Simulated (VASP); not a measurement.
ErO: equation of state with PBE

The system is ErO.

```
Er O
1.0
     3.96325    0.00000    0.00000
    -1.98162    3.43227    0.00000
     0.00000    0.00000    4.76082
Er O
2 2
Direct
  0.66667 0.33333 0.25000
  0.33333 0.66667 0.75000
  0.66667 0.33333 0.75000
  0.33333 0.66667 0.25000
```

The cell comes from a database or a generator and needn't be the stable form of this composition.

```yaml
Program: VASP 6.6.1
Task: equation of state
Functional: PBE
Potentials_or_basis: VASP PAW PBE potentials, release 64 (Er, O)
Cutoff: 520 eV
k_mesh: 8 × 8 × 6
Occupations: fermi-dirac, width 0.05 eV
Spin: collinear spin, ferromagnetic start
Starting_moments: "[3.0, 3.0, 0.0, 0.0] μB"
```

* Equilibrium volume: 16.85 Å³/atom (rough: see the caveat)
* Bulk modulus at fixed shape and positions: 154 GPa (rough)

Energy against volume, from the lowest point:
| volume (Å³/atom) | energy (meV/atom) |
| --- | --- |
| 15.219 | 79.03 |
| 15.543 | 56.35 |
| 15.866 | 22.82 |
| 16.190 | 10.75 |
| 16.514 | 3.30 |
| 16.838 | 0.00 |
| 17.162 | 0.47 |

All runs of the series together: 92 min on 1 thread of Intel(R) Xeon(R) 6975P-C (Granite Rapids), with other jobs on the host.

Caveat: the fit is doubtful: noisy points or a state that changes with volume; the magnetic or orbital state may not be the lowest; the cell was scaled at fixed shape and fractional positions, which overstates the stiffness of a crystal with free parameters, most of all of layers and chains; without U or exact exchange the open f shell lies at the Fermi level, which spoils levels, moments and volumes. The state reached can hang on the start; a lower one may exist.
